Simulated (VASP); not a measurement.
## LiH21O11: single point with PBE+D3(BJ)

The system is LiH21O11.

```
CELL_PARAMETERS angstrom
7.23298 0.00000 0.00000
0.00000 7.23298 0.00000
0.00000 0.00000 7.23298
ATOMIC_POSITIONS crystal
O 0.16472 0.04882 0.82743
O 0.58878 0.56269 0.65807
O 0.10180 0.59097 0.88022
O 0.95421 0.67227 0.53805
O 0.48540 0.31990 0.31560
O 0.81560 0.02097 0.65468
O 0.01387 0.87051 0.20925
O 0.49754 0.94026 0.45183
O 0.52620 0.06589 0.97615
O 0.05073 0.42945 0.26464
O 0.13904 0.24239 0.54441
H 0.16889 0.14647 0.71514
H 0.29813 0.05391 0.87896
H 0.68869 0.63798 0.61564
H 0.50491 0.65048 0.70145
H 0.04887 0.49372 0.80172
H 0.14139 0.52225 0.99160
H 0.91662 0.77487 0.45922
H 0.99747 0.56083 0.46577
H 0.53696 0.38304 0.42606
H 0.35523 0.33598 0.29941
H 0.88402 0.11547 0.58139
H 0.70662 0.99152 0.57336
H 0.04532 0.93639 0.09589
H 0.09704 0.76502 0.20965
H 0.50889 0.83740 0.36537
H 0.47901 0.05528 0.36645
H 0.50524 0.19007 0.00396
H 0.62783 0.09130 0.88304
H 0.93546 0.38276 0.21244
H 0.08507 0.34227 0.38420
H 0.21016 0.14244 0.48344
Li 0.02959 0.83711 0.75174
```

The cell was built by a generator and needn't be a form met in nature.

```json
{
  "Program": "VASP 6.6.1",
  "Task": "single point",
  "Functional": "PBE",
  "Dispersion": "D3(BJ)",
  "Potentials or basis": "VASP PAW PBE potentials, release 64 (O, H, Li_sv)",
  "Cutoff": "520 eV",
  "k mesh": "1 × 1 × 1",
  "Occupations": "fermi-dirac, width 0.02 eV",
  "Spin": "no spin polarisation",
  "Dipole correction": "no",
  "Further INCAR settings": "LREAL = Auto; ALGO = Normal; EDIFF = 1e-07; NBANDS = 67"
}
```

```yaml
Largest_force: 2.817 eV/Å
Band_gap_on_the_k_mesh: 3.70 eV, direct
Dispersion_energy_per_atom: -0.033 eV
```

Forces in eV/Å, atoms in the order of the input:
```
O    1.973  0.332  0.600
O    0.519 -1.907 -0.580
O    0.052 -0.646  0.173
O   -0.063 -0.352  0.766
O    1.737 -0.628 -0.194
O   -0.471  0.178 -0.711
O    0.085  0.130  0.021
O   -0.250  1.452 -1.322
O    1.580 -1.242 -1.775
O    0.225 -0.167  0.305
O    0.144 -0.414 -0.844
H   -0.577 -0.394  0.651
H   -1.579 -0.380 -0.658
H    1.410  0.263 -0.371
H   -1.876  1.306  0.843
H    0.245  0.280  0.047
H   -0.308  0.400 -0.180
H    0.313 -0.334 -0.700
H   -0.411  1.205 -0.363
H   -1.051 -0.011 -0.300
H   -0.824  0.654  0.561
H    0.309 -0.194  0.531
H    0.160  0.016  0.383
H    0.005  0.264 -0.098
H   -0.103 -0.169  0.003
H   -0.006  0.080  0.034
H    0.528 -1.280  1.264
H   -0.735  2.380  1.316
H   -0.647 -1.079  0.446
H    0.171  0.012  0.110
H   -0.094 -0.092 -0.154
H   -0.448  0.492  0.204
Li  -0.014 -0.153 -0.011
```

Levels at points of the mesh, in eV from the valence-band top:
```csv
k point,band 43,band 44,band 45,band 46,band 47,band 48
"(0.00, 0.00, 0.00)",-0.62,-0.11,0.00,3.70,6.33,6.71
```

Wall time 73 s on 1 thread of Intel(R) Xeon(R) Platinum 8259CL CPU @ 2.50GHz (Skylake/Cascade Lake) (shared host), peak memory 0.35 GiB.

 PBE gaps usually lie below the measured ones, often by a third to a half.
